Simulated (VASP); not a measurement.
An input for Quantum ESPRESSO's pw.x (written as the equivalent of a VASP run, and not itself run):

```
&CONTROL
  calculation = 'scf'
  pseudo_dir = './pseudo'
  outdir = './out'
  tprnfor = .true.
  tstress = .true.
/
&SYSTEM
  ibrav = 0
  nat = 1
  ntyp = 1
  ecutwfc = 62.5
  occupations = 'smearing'
  smearing = 'methfessel-paxton'
  degauss = 0.00735
  input_dft = 'vdw-df-obk8'
/
&ELECTRONS
  conv_thr = 7.3e-09
  electron_maxstep = 100
/
ATOMIC_SPECIES
  Pb 207.200 Pb.upf
CELL_PARAMETERS angstrom
     0.0000000    2.4540098    2.4540098
     2.4540098    0.0000000    2.4540098
     2.4540098    2.4540098    0.0000000
ATOMIC_POSITIONS crystal
  Pb   0.0000000  0.0000000  0.0000000
K_POINTS automatic
  13 13 13 0 0 0
```

Write the VASP files for the same calculation (optB88-vdW).

Several could match; the one computed here: 
**POSCAR**
```
Pb
1
    0.0000000000     2.4540097706     2.4540097706
    2.4540097706     0.0000000000     2.4540097706
    2.4540097706     2.4540097706     0.0000000000
Pb
1
Direct
  0.0000000000   0.0000000000   0.0000000000
```

### INCAR
```
SYSTEM = Pb
PREC = Accurate
ENCUT = 520
EDIFF = 1E-7
NELM = 100
ALGO = Normal
LREAL = .FALSE.
LASPH = .TRUE.
ISMEAR = 1
SIGMA = 0.1
GGA = BO
PARAM1 = 0.1833333333
PARAM2 = 0.22
LUSE_VDW = .TRUE.
AGGAC = 0.0
LMAXMIX = 4
LWAVE = .FALSE.
LCHARG = .FALSE.
ISIF = 2
```

KPOINTS:
```
kpoints
0
Gamma
13 13 13
0 0 0
```

POTCAR, in this order: Pb_d (PBE.64 set). Program: vasp_std.

Limits of the translation: the potentials are each code's own (VASP's PAW set, PseudoDojo norm-conserving files in pw.x), so ENCUT and ecutwfc are chosen apart and not converted; conv_thr bounds pw.x's estimated SCF error, while EDIFF bounds the energy change between steps.

The compound is Pb in the fcc structure. This cell is one point of a volume scan, at 0.94 of the reference volume.
